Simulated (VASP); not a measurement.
# Cd4TeO3 (P3m1) in VASP: a series of runs

Runs on Cd4TeO3. Level: PBE. Tasks: relaxation of cell and atoms.

Everything below comes from runs of VASP 6.6.1. Logs are shortened: lines on timing, memory, paths and dates and some standing lists are left out, and cuts for length are marked.

## Step 1: The structure

The structure is trigonal, space group P3m1 (No. 156). Conventional cell: a = 3.864 Å, b = 3.864 Å, c = 12.814 Å, α = 90.00°, β = 90.00°, γ = 120.00°. Cd (site symmetry 3m) is surrounded by 4 O at 2.26 to 2.28 Å. Cd (site symmetry 3m) is surrounded by 1 O at 2.18 Å. Cd (site symmetry 3m) has 4 O at 2.23 to 2.30 Å as nearest neighbours. Around Cd (site symmetry 3m) lie 3 O at 2.27 Å. Around Te (site symmetry 3m) lie 4 Cd at 2.79 to 2.98 Å. Around O (site symmetry 3m) lie 4 Cd at 2.26 to 2.27 Å. O (site symmetry 3m) has 4 Cd at 2.18 to 2.30 Å as nearest neighbours. O (site symmetry 3m) is surrounded by 4 Cd at 2.23 to 2.28 Å.

The cell was built by a generator and needn't be a form met in nature.

## Step 2: Relaxation of cell and atoms, PBE

File INCAR:

```
SYSTEM = Cd4TeO3
  ALGO = Normal
  EDIFF = 1E-6
  EDIFFG = -0.01
  ENCUT = 520
  GGA = PE
  IBRION = 2
  ISIF = 3
  ISMEAR = 0
  KPAR = 4
  LASPH = .True.
  LCHARG = .False.
  LREAL = .False.
  LWAVE = .False.
  NELM = 120
  NSW = 90
  PREC = Accurate
  SIGMA = 0.1
```

File KPOINTS:

```
k-points
0
Gamma
  10 10 4
  0 0 0
```

File POSCAR:

```
Cd4TeO3
1.0
    3.8642935200      0.0000000000      0.0000000000
   -1.9321467600      3.3465763600      0.0000000000
    0.0000000000      0.0000000000     12.8140000000
Cd Te O
4 1 3
Direct
    0.3333333300      0.6666666700      0.4603558600
    0.3333333300      0.6666666700      0.8859060400
    0.0000000000      0.0000000000      0.6707507400
    0.0000000000      0.0000000000      0.2497268600
    0.0000000000      0.0000000000      0.0170906800
    0.3333333300      0.6666666700      0.2841423400
    0.3333333300      0.6666666700      0.7157015800
    0.0000000000      0.0000000000      0.4964882200
```

Potentials or basis: VASP PAW PBE potentials, release 64 (Cd, Te, O).

Launch:

```bash
$ cat potpaw_PBE.64/Cd/POTCAR potpaw_PBE.64/Te/POTCAR potpaw_PBE.64/O/POTCAR > POTCAR
$ mpirun -np 4 vasp_std > vasp.out
```

OUTCAR:

```text
SYSTEM = Cd4TeO3
   EDIFF = 1E-6
   EDIFFG = -0.01
   ENCUT = 520
   GGA = PE
   IBRION = 2
   ISIF = 3
   ISMEAR = 0
   LASPH = .True.
   LREAL = .False.
   NELM = 120
   NSW = 90
   PREC = Accurate

 ion  position               nearest neighbor table
   1  0.333  0.667  0.460-   6 2.26   8 2.28   8 2.28   8 2.28   3 3.50   3 3.50   3 3.50   4 3.50
                             4 3.50   4 3.50
   2  0.333  0.667  0.886-   7 2.18   5 2.79   5 2.79   5 2.79   3 3.55   3 3.55   3 3.55
   3  0.000  0.000  0.671-   8 2.23   7 2.30   7 2.30   7 2.30   1 3.50   1 3.50   1 3.50   2 3.55
                             2 3.55   2 3.55
   4  0.000  0.000  0.250-   6 2.27   6 2.27   6 2.27   5 2.98   1 3.50   1 3.50   1 3.50
   5  0.000  0.000  0.017-   2 2.79   2 2.79   2 2.79   4 2.98
   6  0.333  0.667  0.284-   1 2.26   4 2.27   4 2.27   4 2.27
   7  0.333  0.667  0.716-   2 2.18   3 2.30   3 2.30   3 2.30
   8  0.000  0.000  0.496-   3 2.23   1 2.28   1 2.28   1 2.28

  LATTYP: Found a hexagonal cell.
 ALAT       =     3.8642935200
 C/A-ratio  =     3.3160006955

  Lattice vectors:

 A1 = (   3.8642935200,   0.0000000000,   0.0000000000)
 A2 = (  -1.9321467600,   3.3465763600,   0.0000000000)
 A3 = (   0.0000000000,   0.0000000000,  12.8140000000)

Analysis of symmetry for initial positions (statically):
=====================================================================
 Subroutine PRICEL returns:
 Original cell was already a primitive cell.

 Routine SETGRP: Setting up the symmetry group for a
 hexagonal supercell.

 Subroutine GETGRP returns: Found  6 space group operations
 (whereof  6 operations were pure point group operations)
 out of a pool of 24 trial point group operations.

The static configuration has the point symmetry C_3v.

Analysis of symmetry for dynamics (positions and initial velocities):
=====================================================================
 Subroutine PRICEL returns:
 Original cell was already a primitive cell.

 Routine SETGRP: Setting up the symmetry group for a
 hexagonal supercell.

 Subroutine GETGRP returns: Found  6 space group operations
 (whereof  6 operations were pure point group operations)
 out of a pool of 24 trial point group operations.

The dynamic configuration has the point symmetry C_3v.

 Subroutine INISYM returns: Found  6 space group operations
 (whereof  6 operations are pure point group operations),
 and found     1 'primitive' translations

----------------------------------------------------------------------------------------

                                     Primitive cell

  volume of cell :     165.7126

  direct lattice vectors                    reciprocal lattice vectors
     3.864293520  0.000000000  0.000000000     0.258779514  0.149406422  0.000000000
    -1.932146760  3.346576360  0.000000000     0.000000000  0.298812844  0.000000000
     0.000000000  0.000000000 12.814000000     0.000000000  0.000000000  0.078039644

  length of vectors
     3.864293520  3.864293523 12.814000000     0.298812844  0.298812844  0.078039644

  position of ions in fractional coordinates (direct lattice)
     0.333333330  0.666666670  0.460355860
     0.333333330  0.666666670  0.885906040
     0.000000000  0.000000000  0.670750740
     0.000000000  0.000000000  0.249726860
     0.000000000  0.000000000  0.017090680
     0.333333330  0.666666670  0.284142340
     0.333333330  0.666666670  0.715701580
     0.000000000  0.000000000  0.496488220

  ion indices of the primitive-cell ions
   primitive index   ion index
                 1           1
                 2           2
                 3           3
                 4           4
                 5           5
                 6           6
                 7           7
                 8           8

----------------------------------------------------------------------------------------

 KPOINTS: k-points

Automatic generation of k-mesh.
 Grid dimensions read from file:
 generate k-points for:   10   10    4

 Generating k-lattice:

  Cartesian coordinates                     Fractional coordinates (reciprocal lattice)
     0.025877951  0.014940642  0.000000000     0.100000000 -0.000000000  0.000000000
     0.000000000  0.029881284  0.000000000     0.000000000  0.100000000  0.000000000
     0.000000000  0.000000000  0.019509911     0.000000000  0.000000000  0.250000000

  Length of vectors
     0.029881284  0.029881284  0.019509911

  Shift w.r.t. Gamma in fractional coordinates (k-lattice)
     0.000000000  0.000000000  0.000000000

 Subroutine IBZKPT returns following result:
 ===========================================

 Found     50 irreducible k-points:

 Following reciprocal coordinates:
            Coordinates               Weight
  0.000000  0.000000  0.000000      1.000000
  0.100000 -0.000000  0.000000      6.000000
  0.200000 -0.000000  0.000000      6.000000
  0.300000 -0.000000  0.000000      6.000000
  0.400000 -0.000000  0.000000      6.000000
  0.500000  0.000000  0.000000      3.000000
[... 16 lines left out ...]
  0.000000  0.400000  0.250000      6.000000
  0.500000  0.000000  0.250000      6.000000
 [... further k-points ...]
   k-points           NKPTS =     50   k-points in BZ     NKDIM =     50   number of bands    NBANDS=     43
   number of dos      NEDOS =    301   number of ions     NIONS =      8
   total plane-waves  NPLWV =  86400
   dimension x,y,z NGX =    30 NGY =   30 NGZ =   96
   dimension x,y,z NGXF=    60 NGYF=   60 NGZF=  192
   ions per type =               4   1   3
   NGX,Y,Z   is equivalent  to a cutoff of  12.91, 12.91, 12.45 a.u.
   NGXF,Y,Z  is equivalent  to a cutoff of  25.81, 25.81, 24.91 a.u.
 SYSTEM =  Cd4TeO3
   PREC   = accura    normal or accurate (medium, high low for compatibility)
   ISTART =      0    job   : 0-new  1-cont  2-samecut
   ICHARG =      2    charge: 1-file 2-atom 10-const
   ISPIN  =      1    spin polarized calculation?
   LNONCOLLINEAR =      F non collinear calculations
   LSORBIT =      F    spin-orbit coupling
   LASPH  =      T    aspherical Exc in radial PAW
   ENCUT  =  520.0 eV  38.22 Ry    6.18 a.u.   7.19  7.19 23.83*2*pi/ulx,y,z
   NELM   =    120;   NELMIN=  2; NELMDL= -5     # of ELM steps
   EDIFF  = 0.1E-05   stopping-criterion for ELM
   LREAL  =      F    real-space projection
   EDIFFG = -.1E-01   stopping-criterion for IOM
   NSW    =     90    number of steps for IOM
   IBRION =      2    ionic relax: 0-MD 1-quasi-New 2-CG
   NFREE  =      1    steps in history (QN), initial steepest desc. (CG)
   ISIF   =      3    stress and relaxation
   ISYM   =      2    0-nonsym 1-usesym 2-fastsym
   POTIM  = 0.5000    time-step for ionic-motion
   TEBEG  =    0.0;   TEEND  =   0.0 temperature during run
   PSTRESS=    0.0 pullay stress
   NELECT =      72.0000    total number of electrons
   NUPDOWN=      -1.0000    fix difference up-down
   EMIN   =  10.00;   EMAX   =-10.00  energy-range for DOS
   EFERMI =   0.00;   METHOD = LEGACY
   ISMEAR =     0;   SIGMA  =   0.10  broadening in eV -4-tet -1-fermi 0-gaus
   EFERMI_NEDOS =   21; number of points for ismear=-14 and -15
   IALGO  =     38    algorithm
   IMIX   =      4    mixing-type and parameters
     AMIX     =   0.40;   BMIX     =  1.00
     AMIX_MAG =   1.60;   BMIX_MAG =  1.00
  volume/ion in A,a.u.               =      20.71       139.79
  Fermi-wavevector in a.u.,A,eV,Ry     =   1.239939  2.343146 20.918275  1.537450
  Thomas-Fermi vector in A             =   2.374401
   LORBIT       =      0    0 simple, 1 ext, 2 COOP (PROOUT), +10 PAW based schemes
   GGA     = PE    functional components
   LHFCALC =     F    Hartree Fock is set to
   AEXX    =    0.0000 exact exchange contribution
   IVDW    =     0    specifies the selected vdW correction
   LEPSILON=     F    determine dielectric tensor
   LRPA    =     F    only Hartree local field effects (RPA)
 conjugate gradient relaxation of ions
 non-spin polarized calculation
 Gauss-broadening in eV      SIGMA  =   0.10
  energy-cutoff  :      520.00
  volume of cell :      165.71
 maximum number of plane-waves:      4490
 NGX is ok and might be reduce to    30
   NGX = 15   NGY = 15   NGZ = 47

--------------------------------------- Ionic step        1  -------------------------------------------

 number of electron      72.0000029 magnetization

 Free energy of the ion-electron system (eV)
  ---------------------------------------------------
  ext. energy  EPLUGINS =         0.00000000
  ---------------------------------------------------
  free energy    TOTEN  =       -26.95105959 eV

  energy without entropy =      -26.94257143  energy(sigma->0) =      -26.94681551

------------------------ aborting loop because EDIFF is reached ----------------------------------------

  FORCE on cell =-STRESS in cart. coord.  units (eV):
  Direction    XX          YY          ZZ          XY          YZ          ZX
  --------------------------------------------------------------------------------------
  -------------------------------------------------------------------------------------
  Total       -0.3398282     -0.3398282      0.5732225      0.0000000      0.0000000      0.0000000
  in kB       -3.2855981     -3.2855981      5.5421500      0.0000000      0.0000000      0.0000000
  external PRESSURE =      -0.3430154 kB  Pullay stress =       0.0000000 kB
[... 107 lines left out ...]
  FREE ENERGIE OF THE ION-ELECTRON SYSTEM (eV)
  ---------------------------------------------------
  free  energy   TOTEN  =       -26.9593810032 eV

  energy  without entropy=      -26.9529383029  energy(sigma->0) =      -26.95615965

[... ionic steps 4 to 11 ...]

--------------------------------------- Ionic step       12  -------------------------------------------

 number of electron      72.0000042 magnetization

------------------------ aborting loop because EDIFF is reached ----------------------------------------
[... 79 lines left out ...]
--------------------------------------- Ionic step       14  -------------------------------------------

 number of electron      72.0000043 magnetization

 Free energy of the ion-electron system (eV)
  ---------------------------------------------------
  ext. energy  EPLUGINS =         0.00000000
  ---------------------------------------------------
  free energy    TOTEN  =       -26.96317003 eV

  energy without entropy =      -26.95761925  energy(sigma->0) =      -26.96039464

 E-fermi :   2.4137     XC(G=0):  -9.6362

 val. band max:        2.3599552642   @ k =   0.0000   0.0000   0.2500
 cond. band min:       2.4423943399   @ k =   0.2000  -0.0000   0.5000
 fundamental gap:      0.0824390756
 Fermi energy:         2.4137345749

 k-point     1 :       0.0000    0.0000    0.0000
  band No.  band energies     occupation
      1     -15.7766      2.00000
      2     -15.5060      2.00000
      3     -15.3629      2.00000
      4      -9.6890      2.00000
      5      -6.5251      2.00000
      6      -6.4947      2.00000
[... 1093 lines left out ...]
     42       6.6421      0.00000
     43       6.8744      0.00000

 [... further k-points ...]
[... 5 lines left out ...]
  --------------------------------------------------------------------------------------
  -------------------------------------------------------------------------------------
  Total       -0.0055599     -0.0055599      0.0061857      0.0000000     -0.0000000      0.0000000
  in kB       -0.0538074     -0.0538074      0.0598636      0.0000000     -0.0000000      0.0000000
  external PRESSURE =      -0.0159171 kB  Pullay stress =       0.0000000 kB
[... 23 lines left out ...]
  FREE ENERGIE OF THE ION-ELECTRON SYSTEM (eV)
  ---------------------------------------------------
  free  energy   TOTEN  =       -26.9631700307 eV

  energy  without entropy=      -26.9576192504  energy(sigma->0) =      -26.96039464

 reached required accuracy - stopping structural energy minimisation
```

It took 7 min on 4 MPI ranks of Intel Xeon 6975P-C (Granite Rapids), shared host; peak memory 0.5 GiB.

What came out:

```yaml
Free_energy: -26.9632 eV
Relaxed_volume: 20.69 Å³/atom
Relaxed_cell: a = 3.835 Å, b = 3.835 Å, c = 12.997 Å, α = 90.00°, β = 90.00°, γ = 120.00°
Space_group_after_relaxing_to_0.05_Å: P3m1 (No. 156)
Energy_gained_by_relaxing: 1.5 meV/atom
Ionic_steps: 14
Pressure_after_relaxing: 0.0 GPa
Largest_force_after_relaxing: 0.008 eV/Å
Band_gap_on_the_k_mesh: none (metal or under the smearing width)
```

Forces in eV/Å, atoms in the order of the input:
```
Cd   0.000  0.000  0.004
Cd   0.000  0.000 -0.005
Cd   0.000  0.000 -0.007
Cd   0.000  0.000 -0.006
Te   0.000  0.000  0.002
O    0.000  0.000  0.000
O    0.000  0.000  0.004
O    0.000  0.000  0.008
```

Step by step:
| step | energy change (eV) | largest force (eV/Å) | pressure (GPa) | volume (Å³) |
| --- | --- | --- | --- | --- |
| 1 | 0.0000 | 0.2037 | -0.03 | 165.71 |
| 2 | -0.0057 | 0.1167 | -0.06 | 165.60 |
| 3 | -0.0083 | 0.1186 | -0.08 | 165.46 |
| 4 | -0.0102 | 0.0743 | 0.09 | 165.13 |
| 5 | -0.0109 | 0.0521 | 0.29 | 164.76 |
| 6 | -0.0119 | 0.0340 | 0.03 | 165.46 |
| 7 | -0.0119 | 0.0326 | 0.00 | 165.51 |
| 8 | -0.0119 | 0.0330 | 0.00 | 165.50 |
| 9 | -0.0119 | 0.0336 | 0.00 | 165.48 |
| 10 | -0.0120 | 0.0178 | 0.00 | 165.51 |
| 11 | -0.0121 | 0.0119 | 0.00 | 165.54 |
| 12 | -0.0120 | 0.0234 | -0.01 | 165.59 |
| 13 | -0.0121 | 0.0150 | 0.00 | 165.56 |
| 14 | -0.0121 | 0.0081 | 0.00 | 165.55 |

Final structure:
```
Cd Te O
1.0
     3.83510    0.00000    0.00000
    -1.91755    3.32129    0.00000
     0.00000    0.00000   12.99726
Cd Te O
4 1 3
Direct
  0.33333 0.66667 0.45995
  0.33333 0.66667 0.88342
  0.00000 0.00000 0.66913
  0.00000 0.00000 0.25181
  0.00000 0.00000 0.01815
  0.33333 0.66667 0.28481
  0.33333 0.66667 0.71644
  0.00000 0.00000 0.49645
```

The run has no spin-orbit coupling, so splittings on Te are missing.

## Step 3: Relaxation of cell and atoms, PBE

Edit INCAR of step 2 so:

```diff
@@ -2,4 +2,4 @@
   ALGO = Normal
-  EDIFF = 1E-6
-  EDIFFG = -0.01
+  EDIFF = 1E-7
+  EDIFFG = -0.005
   ENCUT = 520
@@ -15,3 +15,4 @@
   NELM = 120
-  NSW = 90
+  NSW = 60
+  POTIM = 0.3
   PREC = Accurate
```

KPOINTS is that of step 2.

File POSCAR:

```
Cd4TeO3                                 
1.0
    3.8350982974      0.0000000000      0.0000000000
   -1.9175491487      3.3212925555      0.0000000000
    0.0000000000     -0.0000000000     12.9972586286
  Cd              Te              O             
     4     1     3
Direct
     0.3333333300000021    0.6666666699999979    0.4599451414254604
     0.3333333300000021    0.6666666699999979    0.8834188678465285
     0.0000000000000000    0.0000000000000000    0.6691335330520739
     0.0000000000000000    0.0000000000000000    0.2518051184970835
     0.0000000000000000    0.0000000000000000    0.0181489951535756
     0.3333333300000021    0.6666666699999979    0.2848147430568219
     0.3333333300000021    0.6666666699999979    0.7164438095268892
     0.0000000000000000    0.0000000000000000    0.4964521114415834
```

Potentials or basis: VASP PAW PBE potentials, release 64 (Cd, Te, O).

Launch:

```bash
$ cat potpaw_PBE.64/Cd/POTCAR potpaw_PBE.64/Te/POTCAR potpaw_PBE.64/O/POTCAR > POTCAR
$ mpirun -np 4 vasp_std > vasp.out
```

It took 3.1 min on 4 MPI ranks of Intel Xeon 6975P-C (Granite Rapids), shared host; peak memory 0.49 GiB.

Results (log left out):

```yaml
Free_energy: -26.9632 eV
Energy_gained_by_relaxing: 0.0 meV/atom
Ionic_steps: 4
Pressure_after_relaxing: 0.0 GPa
Largest_force_after_relaxing: 0.005 eV/Å
Band_gap_on_the_k_mesh: none (metal or under the smearing width)
```

Forces in eV/Å, atoms in the order of the input:
```
Cd   0.000  0.000 -0.003
Cd   0.000  0.000  0.001
Cd   0.000  0.000  0.003
Cd   0.000  0.000 -0.005
Te   0.000  0.000 -0.001
O    0.000  0.000  0.004
O    0.000  0.000  0.001
O    0.000  0.000  0.001
```

Final structure:
```
Cd Te O
1.0
     3.83471    0.00000    0.00000
    -1.91735    3.32095    0.00000
     0.00000    0.00000   13.00070
Cd Te O
4 1 3
Direct
  0.33333 0.66667 0.45998
  0.33333 0.66667 0.88337
  0.00000 0.00000 0.66906
  0.00000 0.00000 0.25172
  0.00000 0.00000 0.01817
  0.33333 0.66667 0.28483
  0.33333 0.66667 0.71649
  0.00000 0.00000 0.49654
```

Levels at points of the mesh, in eV from the Fermi level:
```
           k point  band 33  band 34  band 35  band 36  band 37  band 38  band 39  band 40
(0.00, 0.00, 0.00)    -1.85    -1.76    -1.76     0.34     0.64     0.64     0.96     3.04
(0.50, 0.00, 0.00)    -2.54    -2.35    -2.23    -0.69     1.12     2.04     2.63     3.43
(0.00, 0.00, 0.50)    -1.76    -1.76    -0.91    -0.51     0.64     0.64     1.47     2.83
(0.50, 0.00, 0.50)    -2.55    -2.53    -2.08    -0.69     1.09     2.02     2.68     3.34
```

The run has no spin-orbit coupling, so splittings on Te are missing.
